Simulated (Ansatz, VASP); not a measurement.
## Te2I3: VASP beside Ansatz

```
CELL_PARAMETERS angstrom
6.49626 0.00000 0.00000
-3.24813 5.62593 0.00000
0.00000 0.00000 6.07485
ATOMIC_POSITIONS crystal
Te 0.33333 0.66667 0.50000
Te 0.66667 0.33333 0.50000
I 0.50000 0.00000 0.00000
I 0.00000 0.50000 0.00000
I 0.50000 0.50000 0.00000
```

Alike in both runs: functional PBE; k mesh 3 × 3 × 4; occupations gaussian, width 0.1 eV; no spin polarisation.

Ansatz relaxed the structure, and its values are those at the end. VASP's run is a single point on that final structure, the one shown.

|  | VASP | Ansatz |
| --- | --- | --- |
| version | VASP 6.6.1 | Ansatz 0.2.0 |
| potentials or method | VASP PAW PBE potentials, release 64 (Te, I) | scalar-relativistic, plane waves, PAW |
| plane-wave cutoff (eV) | 520 | 420 |
| valence electrons in the cell | 33 | 83 |

```tsv
	VASP	Ansatz	Ansatz less VASP
gap on the k mesh at the Fermi level (eV)	none	none	-
pressure (GPa)	-0.1	-0.1	+0.04
```

A gap of «none» marks a metal or a gap that the smearing closes. The two sets of potentials don't hold the same shells in valence.

Caveats: the k mesh is coarse (spacing up to 0.37 Å⁻¹), so the values aren't converged; this functional lacks dispersion, which binds the layers, so the pressure and a relaxed spacing across them are unreliable; an odd number of electrons without spin polarisation forces a metal; a magnetic or distorted state may lie lower. The runs have no spin-orbit coupling, so splittings on I, Te are missing.
